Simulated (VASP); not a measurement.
These are r2SCAN+rVV10, VASP's PBE PAW potentials (set 64) (plane waves; VASP) values and carry that method's errors.

Input for VASP

INCAR:
```
SYSTEM = KCl
PREC = Accurate
ENCUT = 520
EDIFF = 1E-7
NELM = 100
ALGO = Normal
LREAL = .FALSE.
LASPH = .TRUE.
ISMEAR = 0
SIGMA = 0.05
METAGGA = R2SCAN
LUSE_VDW = .TRUE.
BPARAM = 11.95
CPARAM = 0.0093
LMIXTAU = .TRUE.
LWAVE = .FALSE.
LCHARG = .FALSE.
ISIF = 2
```

KPOINTS:
```
kpoints
0
gamma
  7 7 7
```

POSCAR:
```
KCl
1
    0.0000000000     3.1171990145     3.1171990145
    3.1171990145     0.0000000000     3.1171990145
    3.1171990145     3.1171990145     0.0000000000
K Cl
1 1
Direct
  0.0000000000   0.0000000000   0.0000000000
  0.5000000000   0.5000000000   0.5000000000
```

POTCAR, in this order: K_sv Cl (PBE.64 set). Program: vasp_std.

The run wrote:

File OSZICAR:
```
       N       E                     dE             d eps       ncg     rms          rms(c)
DAV:   1     0.951443214429E+02    0.95144E+02   -0.73828E+03   480   0.122E+03
DAV:   2    -0.129352529342E+02   -0.10808E+03   -0.99732E+02   636   0.288E+02
DAV:   3    -0.199122371313E+02   -0.69770E+01   -0.69264E+01   632   0.655E+01
DAV:   4    -0.201991552694E+02   -0.28692E+00   -0.28645E+00   800   0.125E+01
DAV:   5    -0.202014481298E+02   -0.22929E-02   -0.22928E-02   632   0.121E+00    0.345E+00
DAV:   6    -0.158432698714E+02    0.43582E+01   -0.16020E+00   612   0.136E+01    0.310E+00
DAV:   7    -0.156889573073E+02    0.15431E+00   -0.41636E-01   716   0.791E+00    0.866E-01
DAV:   8    -0.167053415946E+02   -0.10164E+01   -0.39328E-01   508   0.612E+00    0.124E+00
DAV:   9    -0.160442257821E+02    0.66112E+00   -0.94069E-02   604   0.348E+00    0.103E+00
DAV:  10    -0.160022525064E+02    0.41973E-01   -0.24402E-01   496   0.590E+00    0.283E-01
DAV:  11    -0.159914638405E+02    0.10789E-01   -0.14875E-02   716   0.130E+00    0.305E-01
DAV:  12    -0.159613700857E+02    0.30094E-01   -0.20259E-02   488   0.195E+00    0.269E-01
DAV:  13    -0.159710617844E+02   -0.96917E-02   -0.10161E-02   488   0.140E+00    0.163E-01
DAV:  14    -0.160011358631E+02   -0.30074E-01   -0.87947E-03   488   0.136E+00    0.524E-02
DAV:  15    -0.160008720356E+02    0.26383E-03   -0.15550E-04   800   0.993E-02    0.666E-02
DAV:  16    -0.160021576325E+02   -0.12856E-02   -0.35457E-04   500   0.253E-01    0.643E-02
DAV:  17    -0.160020702404E+02    0.87392E-04   -0.71948E-05   608   0.693E-02    0.497E-02
DAV:  18    -0.160022682799E+02   -0.19804E-03   -0.11051E-04   528   0.136E-01    0.407E-02
DAV:  19    -0.160022699345E+02   -0.16546E-05   -0.75443E-06   684   0.294E-02    0.380E-02
DAV:  20    -0.160022696860E+02    0.24849E-06   -0.11719E-06   852   0.131E-02    0.314E-02
DAV:  21    -0.160022669777E+02    0.27083E-05   -0.28302E-06   564   0.165E-02    0.217E-02
DAV:  22    -0.160022680112E+02   -0.10335E-05   -0.36481E-07   588   0.847E-03    0.190E-02
DAV:  23    -0.160022674540E+02    0.55727E-06   -0.42012E-07   536   0.737E-03    0.166E-02
DAV:  24    -0.160022674644E+02   -0.10458E-07   -0.79530E-07   640   0.118E-02
   1 F= -.16002267E+02 E0= -.16002267E+02  d E =-.906128E-15
```

OUTCAR:
```
------------------------ aborting loop because EDIFF is reached ----------------------------------------
  FORCE on cell =-STRESS in cart. coord.  units (eV):
  Direction    XX          YY          ZZ          XY          YZ          ZX
  --------------------------------------------------------------------------------------
  Total        0.0045169      0.0045169      0.0045169      0.0000000      0.0000000      0.0000000
  in kB        0.1194604      0.1194604      0.1194604      0.0000000      0.0000000      0.0000000
  external PRESSURE =       0.1194604 kB  Pullay stress =       0.0000000 kB
  volume of cell :       60.58
      direct lattice vectors                 reciprocal lattice vectors
     0.000000000  3.117199015  3.117199015    -0.160400410  0.160400410  0.160400410
     3.117199015  0.000000000  3.117199015     0.160400410 -0.160400410  0.160400410
     3.117199015  3.117199015  0.000000000     0.160400410  0.160400410 -0.160400410
  FREE ENERGIE OF THE ION-ELECTRON SYSTEM (eV)
  ---------------------------------------------------
  free  energy   TOTEN  =       -16.0022674644 eV

  energy  without entropy=      -16.0022674644  energy(sigma->0) =      -16.00226746
```
(Selected blocks of OUTCAR.)

The compound is KCl in the rock salt structure. It was relaxed first.
